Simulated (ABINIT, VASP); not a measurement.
An input for ABINIT (PBEsol, norm-conserving pseudopotentials (PseudoDojo nc-sr-04 PBEsol standard)):

```
# NaMgF3, PseudoDojo nc-sr-04 PBEsol standard
pp_dirpath "./"
pseudos "Na.upf, Mg.upf, F.upf"
acell 3*1.0 Angstrom
rprim
         3.9395800000    0.0000000000    0.0000000000
         0.0000000000    3.9395800000    0.0000000000
         0.0000000000    0.0000000000    3.9395800000
natom 5
ntypat 3
znucl 11 12 9
typat 1 2 3 3 3
xcart
         0.0000000000    0.0000000000    0.0000000000
         1.9697900000    1.9697900000    1.9697900000
         1.9697900000    1.9697900000    0.0000000000
         0.0000000000    1.9697900000    1.9697900000
         1.9697900000    0.0000000000    1.9697900000
      Angstrom
ecut 88 Ry
occopt 1
nband 23
kptopt 1
ngkpt 8 8 8
nshiftk 1
shiftk 0 0 0
nstep 50
tolvrs 1.0e-11
diemac 4
prtwf 0
prtden 0
enunit 2
```

Question: Translate it to VASP.

Answer: One set of files that does it:

### POSCAR
```
NaMgF3
1
    3.9395800000     0.0000000000     0.0000000000
    0.0000000000     3.9395800000     0.0000000000
    0.0000000000     0.0000000000     3.9395800000
Na Mg F
1 1 3
Direct
  0.0000000000   0.0000000000   0.0000000000
  0.5000000000   0.5000000000   0.5000000000
  0.5000000000   0.5000000000   0.0000000000
  0.0000000000   0.5000000000   0.5000000000
  0.5000000000   0.0000000000   0.5000000000
```

INCAR:
```
SYSTEM  =  NaMgF3
PREC  =  Accurate; ENCUT  =  400; LREAL  =  .FALSE.
LASPH  =  .TRUE.
EDIFF  =  1E-6; NELM  =  100; ALGO  =  Normal
ISMEAR  =  0; SIGMA  =  0.01
GGA  =  PS
ISIF  =  2
LWAVE  =  .FALSE.; LCHARG  =  .FALSE.
```

KPOINTS:
```
Automatic mesh
0
gamma
 8 8 8
0 0 0
```

POTCAR, in this order: Na_pv Mg F (PBE.64 set). Program: vasp_std.

The two runs describe the same crystal, functional and task. Each code takes its own potentials, basis and convergence tests.

Fixed occupations appear in VASP as a very narrow Gaussian smearing.

The structure comes from a computed database's NaMgF3 entry (Pm-3m); how it stands against other phases isn't given here. The cell was not relaxed at this level, and its volume differs by -5.9 % from the start's.
